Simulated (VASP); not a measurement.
BAs:

```
B As
1.0
     0.00000    2.38850    2.38850
     2.38850    0.00000    2.38850
     2.38850    2.38850    0.00000
B As
1 1
Direct
  0.00000 0.00000 0.00000
  0.25000 0.25000 0.25000
```

* Program: VASP 6.6.1
* Task: relaxation of cell and atoms
* Functional: PBE
* Potentials or basis: VASP PAW PBE potentials, release 64 (B, As)
* Cutoff: 520 eV
* k mesh: 12 × 12 × 12
* Occupations: gaussian, width 0.02 eV
* Spin: no spin polarisation

At the start: pressure 3.4 GPa; volume 13.63 Å³/atom.

Where does the relaxation end?

Over 3 steps the energy falls by 3.6 meV/atom and the volume is 13.97 Å³/atom (+2.5 %); space group F-43m (No. 216, to 0.05 Å).

Step by step:
```
step  energy change (eV)  largest force (eV/Å)  pressure (GPa)  volume (Å³)
   1              0.0000                0.0000            3.43        27.25
   2             -0.0037                0.0000           -2.19        28.42
   3             -0.0071                0.0000            0.01        27.93
```

Final structure:
```cif
data_structure
_symmetry_space_group_name_H-M 'P 1'
_symmetry_Int_Tables_number 1
_cell_length_a 3.4058
_cell_length_b 3.4058
_cell_length_c 3.4058
_cell_angle_alpha 60.000
_cell_angle_beta 60.000
_cell_angle_gamma 60.000
_cell_volume 27.93
loop_
_atom_site_label
_atom_site_type_symbol
_atom_site_fract_x
_atom_site_fract_y
_atom_site_fract_z
_atom_site_occupancy
B1 B 0.00000 0.00000 0.00000 1
As1 As 0.25000 0.25000 0.25000 1
```
